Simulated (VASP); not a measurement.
Data:

```
CELL_PARAMETERS angstrom
      2.96056     0.00000     0.00000
      0.00000     2.96056     0.00000
      0.00000     0.00000     2.96056
ATOMIC_POSITIONS crystal
  Zn 0.50000 0.50000 0.50000
  Cu 0.00000 0.00000 0.00000
```

Calculation: PBE GGA, VASP's PBE PAW potentials (set 64) (plane waves; VASP). Settings: 480 eV cut-off, 12×12×12 Γ-centred mesh, first-order Methfessel-Paxton smearing of 0.10 eV, potentials Zn Cu.

Problem. What does the run give for the energy per atom (σ→0), band gap (on the k-mesh) with the smallest direct gap where there is one?

Solution. 
- band gap (on the k-mesh) = none (metal, semimetal or under 0.01 eV)
- energy per atom (σ→0) = -2.504 eV/atom

The absolute energy has meaning only against runs of the same code, potentials and settings.

The compound is CuZn in the CsCl type structure. It was relaxed first. The electron count is odd and the run is not spin-polarised, which forces a metal.
